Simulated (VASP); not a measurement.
# Si48H16CF4 in VASP: further runs

The runs below take Si48H16CF4 through relaxation of the atoms, single point, with PBE+D3(BJ), PBE, RPBE, RPBE+D3(BJ), optB86b-vdW.

All numbers are computed with VASP 6.6.1; they aren't measurements. Logs are shortened: lines on timing, memory, paths and dates and some standing lists are left out, and cuts for length are marked.

## 1. The slab as given

The cell holds a slab with vacuum, 69 atoms: a = 10.862 Å, b = 10.862 Å, c = 23.428 Å, α = 90.00°, β = 90.00°, γ = 90.00°.

The cell was built by a generator and needn't be a form met in nature.

## 2. Relaxation of the atoms, PBE+D3(BJ)

The input, INCAR:

```
SYSTEM = Si48H16CF4
  PREC = Accurate
  ENCUT = 400
  EDIFF = 1E-6
  ISMEAR = 0
  SIGMA = 0.05
  LREAL = Auto
  LASPH = .True.
  NELM = 100
  ALGO = Normal
  ISIF = 2
  LWAVE = .False.
  LCHARG = .False.
  GGA = PE
  IVDW = 12
  IBRION = 2
  NSW = 120
  EDIFFG = -0.03
  ISYM = 0
  NCORE = 4
```

The input, KPOINTS:

```
regular mesh
0
Gamma
  1 1 1
  0 0 0
```

The input, POSCAR:

```
Si48H16CF4
1.0
    7.6805938572      7.6805938572      0.0000000000
   -7.6805938572      7.6805938572      0.0000000000
    0.0000000000      0.0000000000     23.4276500000
Si H C F
48 16 1 4
Selective dynamics
Direct
    0.7005149941      0.2994850059      0.4169282877  T T T
    0.7994850059      0.7005149941      0.4169282877  T T T
    0.0494850059      0.9505149941      0.4310142076  T T T
    0.2994850059      0.2005149941      0.4169282877  T T T
    0.9505149941      0.5494850059      0.4451001274  T T T
    0.2005149941      0.7994850059      0.4310142076  T T T
    0.4505149941      0.0494850059      0.4451001274  T T T
    0.5494850059      0.4505149941      0.4451001274  T T T
    0.8750000000      0.3750000000      0.3773276449  T T T
    0.8750000000      0.8750000000      0.3773276449  T T T
    0.1250000000      0.1250000000      0.3773276449  T T T
    0.3750000000      0.3750000000      0.3773276449  T T T
    0.1250000000      0.6250000000      0.3773276449  T T T
    0.3750000000      0.8750000000      0.3773276449  T T T
    0.6250000000      0.1250000000      0.3773276449  T T T
    0.6250000000      0.6250000000      0.3773276449  T T T
    0.0000000000      0.2500000000      0.3193726217  T T T
    0.0000000000      0.7500000000      0.3193726217  T T T
    0.2500000000      0.0000000000      0.3193726217  T T T
    0.5000000000      0.2500000000      0.3193726217  T T T
    0.2500000000      0.5000000000      0.3193726217  T T T
    0.5000000000      0.7500000000      0.3193726217  T T T
    0.7500000000      0.0000000000      0.3193726217  T T T
    0.7500000000      0.5000000000      0.3193726217  T T T
    0.8750000000      0.1250000000      0.2614175984  T T T
    0.8750000000      0.6250000000      0.2614175984  T T T
    0.1250000000      0.8750000000      0.2614175984  T T T
    0.3750000000      0.1250000000      0.2614175984  T T T
    0.1250000000      0.3750000000      0.2614175984  T T T
    0.3750000000      0.6250000000      0.2614175984  T T T
    0.6250000000      0.8750000000      0.2614175984  T T T
    0.6250000000      0.3750000000      0.2614175984  T T T
    0.7500000000      0.2500000000      0.2034625752  T T T
    0.7500000000      0.7500000000      0.2034625752  T T T
    0.0000000000      0.0000000000      0.2034625752  T T T
    0.2500000000      0.2500000000      0.2034625752  T T T
    0.0000000000      0.5000000000      0.2034625752  T T T
    0.2500000000      0.7500000000      0.2034625752  T T T
    0.5000000000      0.0000000000      0.2034625752  T T T
    0.5000000000      0.5000000000      0.2034625752  T T T
    0.8750000000      0.3750000000      0.1455075520  F F F
    0.8750000000      0.8750000000      0.1455075520  F F F
    0.1250000000      0.1250000000      0.1455075520  F F F
    0.3750000000      0.3750000000      0.1455075520  F F F
    0.1250000000      0.6250000000      0.1455075520  F F F
    0.3750000000      0.8750000000      0.1455075520  F F F
    0.6250000000      0.1250000000      0.1455075520  F F F
    0.6250000000      0.6250000000      0.1455075520  F F F
    0.9516281893      0.2983718107      0.1067115140  F F F
    0.7983718107      0.4516281893      0.1067115140  F F F
    0.9516281893      0.7983718107      0.1067115140  F F F
    0.7983718107      0.9516281893      0.1067115140  F F F
    0.2016281893      0.0483718107      0.1067115140  F F F
    0.0483718107      0.2016281893      0.1067115140  F F F
    0.4516281893      0.2983718107      0.1067115140  F F F
    0.2983718107      0.4516281893      0.1067115140  F F F
    0.2016281893      0.5483718107      0.1067115140  F F F
    0.0483718107      0.7016281893      0.1067115140  F F F
    0.4516281893      0.7983718107      0.1067115140  F F F
    0.2983718107      0.9516281893      0.1067115140  F F F
    0.7016281893      0.0483718107      0.1067115140  F F F
    0.5483718107      0.2016281893      0.1067115140  F F F
    0.7016281893      0.5483718107      0.1067115140  F F F
    0.5483718107      0.7016281893      0.1067115140  F F F
    0.2429930156      0.7570069844      0.5058174044  T T T
    0.3228224010      0.6644338228      0.5059655383  T T T
    0.2939959085      0.8521600548      0.5323998838  T T T
    0.1438690310      0.7227186390      0.5349249323  T T T
    0.0132310367      0.9867689633      0.4948569360  T T T
```

Potentials or basis: VASP PAW PBE potentials, release 64 (Si, H, C, F).

On the command line:

```sh
$ cat potpaw_PBE.64/Si/POTCAR potpaw_PBE.64/H/POTCAR potpaw_PBE.64/C/POTCAR potpaw_PBE.64/F/POTCAR > POTCAR
$ mpirun -np 8 vasp_gam > vasp.out
```

OUTCAR:

```text
SYSTEM = Si48H16CF4
   PREC = Accurate
   ENCUT = 400
   EDIFF = 1E-6
   ISMEAR = 0
   LREAL = Auto
   LASPH = .True.
   NELM = 100
   ISIF = 2
   GGA = PE
   IVDW = 12
   IBRION = 2
   NSW = 120
   EDIFFG = -0.03
   ISYM = 0
 IVDW          = 12

 ion  position               nearest neighbor table
   1  0.701  0.299  0.417-   9 2.26  15 2.26   8 2.41
   2  0.799  0.701  0.417-  10 2.26  16 2.26   5 2.41
   3  0.049  0.951  0.431-  69 1.60   6 2.32  11 2.42  10 2.42
   4  0.299  0.201  0.417-  11 2.26  12 2.26   7 2.41
   5  0.951  0.549  0.445-   2 2.41   9 2.60  13 2.60
   6  0.201  0.799  0.431-  65 1.87   3 2.32  14 2.42  13 2.42
   7  0.451  0.049  0.445-   4 2.41  14 2.60  15 2.60
   8  0.549  0.451  0.445-   1 2.41  12 2.60  16 2.60
   9  0.875  0.375  0.377-   1 2.26  17 2.35  24 2.35   5 2.60
  10  0.875  0.875  0.377-   2 2.26  18 2.35  23 2.35   3 2.42
  11  0.125  0.125  0.377-   4 2.26  17 2.35  19 2.35   3 2.42
  12  0.375  0.375  0.377-   4 2.26  20 2.35  21 2.35   8 2.60
  13  0.125  0.625  0.377-  18 2.35  21 2.35   6 2.42   5 2.60
  14  0.375  0.875  0.377-  19 2.35  22 2.35   6 2.42   7 2.60
[... 48 lines left out ...]
  63  0.702  0.548  0.107-  48 1.49
  64  0.548  0.702  0.107-  48 1.49
  65  0.243  0.757  0.506-  67 1.33  66 1.33  68 1.33   6 1.87
  66  0.323  0.664  0.506-  65 1.33
  67  0.294  0.852  0.532-  65 1.33
  68  0.144  0.723  0.535-  65 1.33
  69  0.013  0.987  0.495-   3 1.60

IMPORTANT INFORMATION: All symmetrisations will be switched off!
NOSYMM: (Re-)initialisation of all symmetry stuff for point group C_1.

----------------------------------------------------------------------------------------

                                     Primitive cell

  volume of cell :    2764.0655

  direct lattice vectors                    reciprocal lattice vectors
     7.680593857  7.680593857  0.000000000     0.065099133  0.065099133  0.000000000
    -7.680593857  7.680593857  0.000000000    -0.065099133  0.065099133  0.000000000
     0.000000000  0.000000000 23.427650000     0.000000000  0.000000000  0.042684606

  length of vectors
    10.862000000 10.862000000 23.427650000     0.092064077  0.092064077  0.042684606

  position of ions in fractional coordinates (direct lattice)
     0.700514994  0.299485006  0.416928288
     0.799485006  0.700514994  0.416928288
     0.049485006  0.950514994  0.431014208
     0.299485006  0.200514994  0.416928288
     0.950514994  0.549485006  0.445100127
     0.200514994  0.799485006  0.431014208
[... 61 lines left out ...]
     0.143869031  0.722718639  0.534924932
     0.013231037  0.986768963  0.494856936

  ion indices of the primitive-cell ions
   primitive index   ion index
                 1           1
                 2           2
                 3           3
                 4           4
                 5           5
                 6           6
[... 61 lines left out ...]
                68          68
                69          69

----------------------------------------------------------------------------------------

 KPOINTS: regular mesh

Automatic generation of k-mesh.
 Grid dimensions read from file:
 generate k-points for:    1    1    1

 Generating k-lattice:

  Cartesian coordinates                     Fractional coordinates (reciprocal lattice)
     0.065099133  0.065099133  0.000000000     1.000000000  0.000000000  0.000000000
    -0.065099133  0.065099133  0.000000000     0.000000000  1.000000000  0.000000000
     0.000000000  0.000000000  0.042684606     0.000000000  0.000000000  1.000000000

  Length of vectors
     0.092064077  0.092064077  0.042684606

  Shift w.r.t. Gamma in fractional coordinates (k-lattice)
     0.000000000  0.000000000  0.000000000

 Subroutine IBZKPT returns following result:
 ===========================================

 Found      1 irreducible k-points:

 Following reciprocal coordinates:
            Coordinates               Weight
  0.000000  0.000000  0.000000      1.000000
   k-points           NKPTS =      1   k-points in BZ     NKDIM =      1   number of bands    NBANDS=    156
   number of dos      NEDOS =    301   number of ions     NIONS =     69
   total plane-waves  NPLWV = 829440
   dimension x,y,z NGX =    72 NGY =   72 NGZ =  160
   dimension x,y,z NGXF=   144 NGYF=  144 NGZF=  320
   ions per type =              48  16   1   4
   NGX,Y,Z   is equivalent  to a cutoff of  11.02, 11.02, 11.35 a.u.
   NGXF,Y,Z  is equivalent  to a cutoff of  22.04, 22.04, 22.71 a.u.
 SYSTEM =  Si48H16CF4
   PREC   = accura    normal or accurate (medium, high low for compatibility)
   ISTART =      0    job   : 0-new  1-cont  2-samecut
   ICHARG =      2    charge: 1-file 2-atom 10-const
   ISPIN  =      1    spin polarized calculation?
   LNONCOLLINEAR =      F non collinear calculations
   LSORBIT =      F    spin-orbit coupling
   LASPH  =      T    aspherical Exc in radial PAW
   ENCUT  =  400.0 eV  29.40 Ry    5.42 a.u.  17.71 17.71 38.20*2*pi/ulx,y,z
   NELM   =    100;   NELMIN=  2; NELMDL= -5     # of ELM steps
   EDIFF  = 0.1E-05   stopping-criterion for ELM
   LREAL  =      T    real-space projection
   EDIFFG = -.3E-01   stopping-criterion for IOM
   NSW    =    120    number of steps for IOM
   IBRION =      2    ionic relax: 0-MD 1-quasi-New 2-CG
   NFREE  =      1    steps in history (QN), initial steepest desc. (CG)
   ISIF   =      2    stress and relaxation
   ISYM   =      0    0-nonsym 1-usesym 2-fastsym
   POTIM  = 0.5000    time-step for ionic-motion
   TEBEG  =    0.0;   TEEND  =   0.0 temperature during run
   PSTRESS=    0.0 pullay stress
   NELECT =     240.0000    total number of electrons
   NUPDOWN=      -1.0000    fix difference up-down
   EMIN   =  10.00;   EMAX   =-10.00  energy-range for DOS
   EFERMI =   0.00;   METHOD = LEGACY
   ISMEAR =     0;   SIGMA  =   0.05  broadening in eV -4-tet -1-fermi 0-gaus
   EFERMI_NEDOS =   21; number of points for ismear=-14 and -15
   IALGO  =     38    algorithm
   IMIX   =      4    mixing-type and parameters
     AMIX     =   0.40;   BMIX     =  1.00
     AMIX_MAG =   1.60;   BMIX_MAG =  1.00
  volume/ion in A,a.u.               =      40.06       270.33
  Fermi-wavevector in a.u.,A,eV,Ry     =   0.724930  1.369918  7.150173  0.525523
  Thomas-Fermi vector in A             =   1.815523
   LORBIT       =      0    0 simple, 1 ext, 2 COOP (PROOUT), +10 PAW based schemes
   GGA     = PE    functional components
   LHFCALC =     F    Hartree Fock is set to
   AEXX    =    0.0000 exact exchange contribution
   IVDW    =    12    specifies the selected vdW correction
   LEPSILON=     F    determine dielectric tensor
   LRPA    =     F    only Hartree local field effects (RPA)
 conjugate gradient relaxation of ions
 non-spin polarized calculation
 Gauss-broadening in eV      SIGMA  =   0.05
  energy-cutoff  :      400.00
  volume of cell :     2764.07
 maximum number of plane-waves:     25105
 NGX is ok and might be reduce to    70
   NGX = 35   NGY = 35   NGZ = 77

--------------------------------------- Ionic step        1  -------------------------------------------

 number of electron     239.9999950 magnetization

 Free energy of the ion-electron system (eV)
  ---------------------------------------------------
  ext. energy  EPLUGINS =         0.00000000
  ---------------------------------------------------
  free energy    TOTEN  =      -325.97049251 eV

  energy without entropy =     -325.94882729  energy(sigma->0) =     -325.95965990

------------------------ aborting loop because EDIFF is reached ----------------------------------------

 Edisp (eV)  -12.79002

 E8    (eV) :    -5.3142
[... 306 lines left out ...]
  FREE ENERGIE OF THE ION-ELECTRON SYSTEM (eV)
  ---------------------------------------------------
  free  energy   TOTEN  =      -339.6089232844 eV

  energy  without entropy=     -339.5960828433  energy(sigma->0) =     -339.60250306

[... ionic steps 4 to 48 ...]

--------------------------------------- Ionic step       49  -------------------------------------------

 number of electron     239.9999960 magnetization

------------------------ aborting loop because EDIFF is reached ----------------------------------------
[... 209 lines left out ...]
--------------------------------------- Ionic step       51  -------------------------------------------

 number of electron     239.9999961 magnetization

 Free energy of the ion-electron system (eV)
  ---------------------------------------------------
  ext. energy  EPLUGINS =         0.00000000
  ---------------------------------------------------
  free energy    TOTEN  =      -328.16616954 eV

  energy without entropy =     -328.16616954  energy(sigma->0) =     -328.16616954

 E-fermi :  -1.0067     XC(G=0):  -4.2589

 val. band max:       -1.2584904092   @ k =   0.0000   0.0000   0.0000
 cond. band min:      -0.7727003924   @ k =   0.0000   0.0000   0.0000
 fundamental gap:      0.4857900168
 Fermi energy:        -1.0067056954

 k-point     1 :       0.0000    0.0000    0.0000
  band No.  band energies     occupation
      1     -28.7173      2.00000
      2     -26.5769      2.00000
      3     -26.5724      2.00000
      4     -25.7888      2.00000
      5     -13.4647      2.00000
      6     -12.7425      2.00000
[... 124 lines left out ...]
    131       0.9219      0.00000
    132       0.9526      0.00000
 [bands above 132 left out]

------------------------ aborting loop because EDIFF is reached ----------------------------------------

 Edisp (eV)  -12.76563

 E8    (eV) :    -5.3050
[... 92 lines left out ...]
  FREE ENERGIE OF THE ION-ELECTRON SYSTEM (eV)
  ---------------------------------------------------
  free  energy   TOTEN  =      -340.9318014513 eV

  energy  without entropy=     -340.9318014513  energy(sigma->0) =     -340.93180145

 reached required accuracy - stopping structural energy minimisation
```

Wall time 21 min (8 MPI ranks of AMD EPYC 9R45 (Zen 5), shared host); peak memory 0.36 GiB.

Results:

* Free energy: -340.9318 eV
* Energy gained by relaxing: 31.5 meV/atom
* Ionic steps: 51
* Band gap on the k mesh: 0.49 eV, direct
* Dispersion energy per atom: -0.185 eV

Step by step:
```
step  energy change (eV)  largest force (eV/Å)  pressure (GPa)
   1              0.0000                2.7379            0.13
   3             -0.8484                2.6286           -0.29
   5             -1.4804                1.7395           -0.21
   7             -1.7951                1.1149           -0.05
   9             -1.9096                1.0190           -0.09
  11             -2.0282                0.9073           -0.02
  13             -2.0833                0.7227            0.00
  15             -2.1219                0.2874            0.02
  17             -2.1388                0.5410            0.04
  19             -2.1510                0.3316            0.02
  21             -2.1566                0.3388            0.02
  23             -2.1607                0.3445            0.04
  25             -2.1624                0.3466            0.04
  27             -2.1637                0.3496            0.04
  29             -2.1658                0.3510            0.05
  31             -2.1667                0.3509            0.06
  33             -2.1677                0.3494            0.08
  35             -2.1686                0.3494            0.08
  37             -2.1687                0.3488            0.09
  39             -2.1698                0.3489            0.09
  41             -2.1699                0.3489            0.09
  43             -2.1704                0.3479            0.10
  45             -2.1705                0.3477            0.10
  47             -2.1708                0.3451            0.11
  49             -2.1710                0.3427            0.11
  51             -2.1713                0.3403            0.11
```

Final structure:
```
CELL_PARAMETERS angstrom
7.68059 7.68059 0.00000
-7.68059 7.68059 0.00000
0.00000 0.00000 23.42765
ATOMIC_POSITIONS crystal
Si 0.68644 0.31381 0.40937
Si 0.81460 0.68128 0.41008
Si 0.04865 0.95155 0.42764
Si 0.31879 0.18555 0.41001
Si 0.96296 0.53891 0.43961
Si 0.20541 0.79473 0.42576
Si 0.46125 0.03735 0.43938
Si 0.54049 0.45962 0.43926
Si 0.87526 0.39038 0.37728
Si 0.88186 0.87167 0.37559
Si 0.12843 0.11822 0.37554
Si 0.38804 0.37672 0.37808
Si 0.11312 0.62813 0.37789
Si 0.37209 0.88685 0.37788
Si 0.60982 0.12504 0.37714
Si 0.62346 0.61205 0.37809
Si 0.99859 0.25254 0.32367
Si 0.00354 0.74973 0.31270
Si 0.25032 0.99640 0.31271
Si 0.49841 0.25080 0.31253
Si 0.24903 0.50077 0.32514
Si 0.49937 0.75097 0.32510
Si 0.74759 0.00147 0.32365
Si 0.74934 0.50155 0.31257
Si 0.87297 0.12711 0.26448
Si 0.87665 0.62542 0.25711
Si 0.12391 0.87607 0.25581
Si 0.37458 0.12336 0.25712
Si 0.12639 0.37469 0.26440
Si 0.37313 0.62690 0.26516
Si 0.62540 0.87367 0.26439
Si 0.62242 0.37767 0.25668
Si 0.75027 0.24975 0.20268
Si 0.74867 0.75160 0.20263
Si 0.99596 0.00407 0.20263
Si 0.24839 0.25134 0.20263
Si 0.00299 0.49754 0.20276
Si 0.25153 0.74847 0.20231
Si 0.50247 0.99703 0.20277
Si 0.49543 0.50459 0.20268
Si 0.87500 0.37500 0.14551
Si 0.87500 0.87500 0.14551
Si 0.12500 0.12500 0.14551
Si 0.37500 0.37500 0.14551
Si 0.12500 0.62500 0.14551
Si 0.37500 0.87500 0.14551
Si 0.62500 0.12500 0.14551
Si 0.62500 0.62500 0.14551
H 0.95163 0.29837 0.10671
H 0.79837 0.45163 0.10671
H 0.95163 0.79837 0.10671
H 0.79837 0.95163 0.10671
H 0.20163 0.04837 0.10671
H 0.04837 0.20163 0.10671
H 0.45163 0.29837 0.10671
H 0.29837 0.45163 0.10671
H 0.20163 0.54837 0.10671
H 0.04837 0.70163 0.10671
H 0.45163 0.79837 0.10671
H 0.29837 0.95163 0.10671
H 0.70163 0.04837 0.10671
H 0.54837 0.20163 0.10671
H 0.70163 0.54837 0.10671
H 0.54837 0.70163 0.10671
C 0.24421 0.75490 0.50533
F 0.32774 0.65974 0.50908
F 0.29490 0.85229 0.53432
F 0.14253 0.71888 0.53580
F 0.00956 0.99088 0.49249
```

Caveat: the cutoff is under 1.25 times the usual one of these potentials, so pressure, stress and relaxed cells hold a basis-set (Pulay) error.

(Part 1 of 3 ends here.)
